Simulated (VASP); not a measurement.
Here is the system:

```xyz
2
Lattice="1.4971 -2.5931 0.0000 1.4971 2.5931 0.0000 0.0000 0.0000 5.9129" Properties=species:S:1:pos:R:3 pbc="T T T"
Cd     1.4971     0.8644     1.4782
Cd     1.4971    -0.8644     4.4347
```

Method: optB88-vdW, VASP's PBE PAW potentials (set 64) (plane waves; VASP). Numerical set-up: 520 eV cut-off, 16×16×7 Γ-centred mesh, tetrahedra with Blöchl corrections, potentials Cd.

Question: The job: Cd (hcp), 2 atoms, optB88-vdW, static run, 520 eV, 16×16×7 Γ-centred mesh. Roughly how much core time does it take on a busy server core?

Answer: About 70 core-seconds (one run on a shared machine, a rough figure). It had 120 irreducible k-points, 16 bands, up to 1269 plane waves and 13 electronic steps.

The compound is Cd in the hcp structure. It was relaxed first, which changed the volume by +6 %.
